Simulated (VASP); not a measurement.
```
CsSnI3
1.0
    6.23204     0.00000     0.00000
    0.00000     6.23204     0.00000
    0.00000     0.00000     6.23204
Cs Sn I
1 1 3
Direct
  0.00000   0.00000   0.00000
  0.50000   0.50000   0.50000
  0.50000   0.00000   0.50000
  0.00000   0.50000   0.50000
  0.50000   0.50000   0.00000
```

Level of theory: PBE GGA with D3 dispersion (zero damping), VASP's PBE PAW potentials (set 64) (plane waves; VASP). Numerical set-up: 520 eV cut-off, Gaussian smearing of 0.050 eV, potentials Cs_sv Sn_d I.

Unless said otherwise, spin-orbit coupling is left out, though it shifts the bands of the heavy elements here.

### Question
Predict the band gap (along the path) with the smallest direct gap where there is one.

### Answer

```
Item                                   Result
------------------------------------  -------
band gap (along the path)             0.36 eV
smallest direct gap (along the path)  0.36 eV
```

Only differences to runs with the same potentials and settings are physical.

The compound is CsSnI3 in the cubic perovskite structure, the ideal cubic form; the compound distorts at low or room temperature. It was relaxed first.
